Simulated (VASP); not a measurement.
An input for Quantum ESPRESSO's pw.x (written as the equivalent of a VASP run, and not itself run):

```
&CONTROL
  calculation = 'scf'
  pseudo_dir = './pseudo'
  outdir = './out'
  tprnfor = .true.
  tstress = .true.
/
&SYSTEM
  ibrav = 0
  nat = 5
  ntyp = 3
  ecutwfc = 92
  occupations = 'smearing'
  smearing = 'gaussian'
  degauss = 0.003675
  input_dft = 'pbe'
/
&ELECTRONS
  conv_thr = 7.3e-08
  electron_maxstep = 100
/
ATOMIC_SPECIES
  Cu 63.546 Cu.upf
  C 12.011 C.upf
  Sc 44.956 Sc.upf
CELL_PARAMETERS angstrom
     4.5498600    0.0000000    0.0000000
     0.0000000    4.5498600    0.0000000
     0.0000000    0.0000000    4.5498600
ATOMIC_POSITIONS crystal
  Cu   0.0000000  0.0000000  0.0000000
  C    0.5000000  0.5000000  0.5000000
  Sc   0.0000000  0.5000000  0.5000000
  Sc   0.5000000  0.5000000  0.0000000
  Sc   0.5000000  0.0000000  0.5000000
K_POINTS automatic
  5 5 5 0 0 0
HUBBARD {ortho-atomic}
U Cu-3d 4
```

### Question
Write the VASP files for the same calculation (PBE+U).

### Answer
One answer among several that fit: 
**INCAR**
```
ALGO=Normal
EDIFF=1E-6
ENCUT=520
GGA=PE
ISIF=2
ISMEAR=0
LASPH=.True.
LCHARG=.False.
LDAU=.True.
LDAUJ=0 0 0
LDAUL=2 -1 -1
LDAUPRINT=1
LDAUTYPE=2
LDAUU=4.0 0 0
LMAXMIX=4
LORBIT=10
LREAL=.False.
LWAVE=.False.
NELM=100
PREC=Accurate
SIGMA=0.05
SYSTEM=Sc3CuC
```

### POSCAR
```
Sc3CuC
1
    4.5498600000     0.0000000000     0.0000000000
    0.0000000000     4.5498600000     0.0000000000
    0.0000000000     0.0000000000     4.5498600000
Cu C Sc
1 1 3
Direct
  0.0000000000   0.0000000000   0.0000000000
  0.5000000000   0.5000000000   0.5000000000
  0.0000000000   0.5000000000   0.5000000000
  0.5000000000   0.5000000000   0.0000000000
  0.5000000000   0.0000000000   0.5000000000
```

File KPOINTS:
```
Regular mesh
0
Gamma
  5 5 5
```

POTCAR, in this order: Cu C Sc_sv (PBE.64 set). Program: vasp_std.

What does not carry over: the potentials are each code's own (VASP's PAW set, PseudoDojo norm-conserving files in pw.x), so ENCUT and ecutwfc are chosen apart and not converted; conv_thr bounds pw.x's estimated SCF error, while EDIFF bounds the energy change between steps; the +U projectors differ (PAW spheres against orthogonalised atomic orbitals), so the same U acts differently.

The structure was generated: Sc3CuC was put into the cubic-perovskite type (Pm-3m), which need not be its known phase. The cell was not relaxed at this level. The run is one of a series of settings (LDAU = .TRUE., LDAUJ = 0 0 0, LDAUL = 2 -1 -1, LDAUTYPE = 2, LDAUU = 4.0 0 0 against the base run), some of them coarse on purpose.
